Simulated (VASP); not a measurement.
Data:

```
CELL_PARAMETERS angstrom
      1.79393    -3.10718     0.00000
      1.79393     3.10718     0.00000
      0.00000     0.00000     5.63077
ATOMIC_POSITIONS crystal
  Gd 0.33333 0.66667 0.25000
  Gd 0.66667 0.33333 0.75000
```

Computed with AM05 GGA, VASP's PBE PAW potentials (set 64) (plane waves; VASP). Numerical set-up: 520 eV cut-off, 13×13×7 Γ-centred mesh, tetrahedra with Blöchl corrections, potentials Gd_3.

The 4f electrons are frozen in the core of the lanthanide potential, so 4f levels, which can set the real gap, and their magnetism are missing.

Q: Estimate the energy per atom (σ→0), band gap (on the k-mesh) with the smallest direct gap where there is one.

A: 
| Property | Value |
|---|---|
| band gap (on the k-mesh) | none (metal, semimetal or under 0.01 eV) |
| energy per atom (σ→0) | -4788 meV/atom |

The absolute energy has meaning only against runs of the same code, potentials and settings.

The compound is Gd in the hcp structure. It was relaxed first.
